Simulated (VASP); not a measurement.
Input:

```xyz
3
Lattice="2.8389 0.0000 0.0000 -1.4194 2.4585 0.0000 0.0000 0.0000 5.1163" Properties=species:S:1:pos:R:3 pbc="T T T"
N      0.0000     0.0000     0.0000
Mo     0.0000     1.6390     1.3567
Mo     1.4194     0.8195     3.7596
```

Method: PBEsol GGA, VASP's PBE PAW potentials (set 64) (plane waves; VASP 6.6.1). Numerical set-up: 520 eV cut-off, 14×14×7 Γ-centred mesh, tetrahedra with Blöchl corrections, potentials N Mo_sv.

Task: Predict the energy per atom (σ→0), band gap (on the k-mesh) with the smallest direct gap where there is one.

Result: 
```yaml
band gap (on the k-mesh): none (metal, semimetal or under 0.01 eV)
energy per atom (σ→0): -1054.9 kJ/mol of atoms
```

The absolute energy has meaning only against runs of the same code, potentials and settings.

The structure was generated: Mo2N was put into the CdI2 type (P-3m1), which need not be its known phase. It was relaxed first, which changed the volume by +13 %. The electron count is odd and the run is not spin-polarised, which forces a metal.
